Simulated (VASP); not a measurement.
VASP input:

**INCAR**
```
! general
SYSTEM  = CsSnI3
PREC    = Accurate
ENCUT   = 300
LREAL   = Auto
LASPH   = T

! electronic loop
EDIFF   = 1E-6
NELM    = 100
ALGO    = Normal
LMAXMIX = 4

! smearing
ISMEAR  = 0
SIGMA   = 0.01

! functional
GGA     = PE

! ions
ISIF    = 2

! output
LWAVE   = F
LCHARG  = F
```

**POSCAR**
```
CsSnI3
1
   10.3549830000     0.0000000000     0.0000000000
    0.0000000000     4.6732450000     0.0000000000
    0.0000000000     0.0000000000    17.5532110000
Cs Sn I
4 4 12
Direct
  0.5841500000   0.2500000000   0.1699000000
  0.4158500000   0.7500000000   0.8301000000
  0.9158500000   0.7500000000   0.6699000000
  0.0841500000   0.2500000000   0.3301000000
  0.8413600000   0.2500000000   0.9381000000
  0.1586400000   0.7500000000   0.0619000000
  0.6586400000   0.7500000000   0.4381000000
  0.3413600000   0.2500000000   0.5619000000
  0.5268500000   0.7500000000   0.6156000000
  0.4731500000   0.2500000000   0.3844000000
  0.9731500000   0.2500000000   0.1156000000
  0.0268500000   0.7500000000   0.8844000000
  0.7940100000   0.7500000000   0.2913600000
  0.2059900000   0.2500000000   0.7086400000
  0.7059900000   0.2500000000   0.7913600000
  0.2940100000   0.7500000000   0.2086400000
  0.6661100000   0.7500000000   0.9986300000
  0.3338900000   0.2500000000   0.0013700000
  0.8338900000   0.2500000000   0.4986300000
  0.1661100000   0.7500000000   0.5013700000
```

KPOINTS:
```
K-points
0
Gamma
  2 3 1
0 0 0
```

POTCAR, in this order: Cs_sv Sn_d I (PBE.64 set). Program: vasp_std.

Task: Write an equivalent input for Quantum ESPRESSO's pw.x.

Result: One equivalent input (not run):
```
&CONTROL
  calculation = 'scf'
  pseudo_dir = './pseudo'
  outdir = './out'
  tprnfor = .true.
  tstress = .true.
/
&SYSTEM
  ibrav = 0
  nat = 20
  ntyp = 3
  ecutwfc = 72
  occupations = 'smearing'
  smearing = 'gaussian'
  degauss = 0.000735
  input_dft = 'pbe'
/
&ELECTRONS
  conv_thr = 7.3e-08
  electron_maxstep = 100
/
ATOMIC_SPECIES
  Cs 132.905 Cs.upf
  Sn 118.710 Sn.upf
  I 126.904 I.upf
CELL_PARAMETERS angstrom
    10.3549830    0.0000000    0.0000000
     0.0000000    4.6732450    0.0000000
     0.0000000    0.0000000   17.5532110
ATOMIC_POSITIONS crystal
  Cs   0.5841500  0.2500000  0.1699000
  Cs   0.4158500  0.7500000  0.8301000
  Cs   0.9158500  0.7500000  0.6699000
  Cs   0.0841500  0.2500000  0.3301000
  Sn   0.8413600  0.2500000  0.9381000
  Sn   0.1586400  0.7500000  0.0619000
  Sn   0.6586400  0.7500000  0.4381000
  Sn   0.3413600  0.2500000  0.5619000
  I    0.5268500  0.7500000  0.6156000
  I    0.4731500  0.2500000  0.3844000
  I    0.9731500  0.2500000  0.1156000
  I    0.0268500  0.7500000  0.8844000
  I    0.7940100  0.7500000  0.2913600
  I    0.2059900  0.2500000  0.7086400
  I    0.7059900  0.2500000  0.7913600
  I    0.2940100  0.7500000  0.2086400
  I    0.6661100  0.7500000  0.9986300
  I    0.3338900  0.2500000  0.0013700
  I    0.8338900  0.2500000  0.4986300
  I    0.1661100  0.7500000  0.5013700
K_POINTS automatic
  2 3 1 0 0 0
```
The two are equivalent in intent, not identical: the potentials are each code's own (VASP's PAW set, PseudoDojo norm-conserving files in pw.x), so ENCUT and ecutwfc are chosen apart and not converted; conv_thr bounds pw.x's estimated SCF error, while EDIFF bounds the energy change between steps.

The structure comes from a computed database's CsSnI3 entry; how it stands against other phases isn't given here. The cell was not relaxed at this level. The k-mesh is coarse (spacing up to 0.45 per Å, 2π included), so the numbers may not be converged in it.
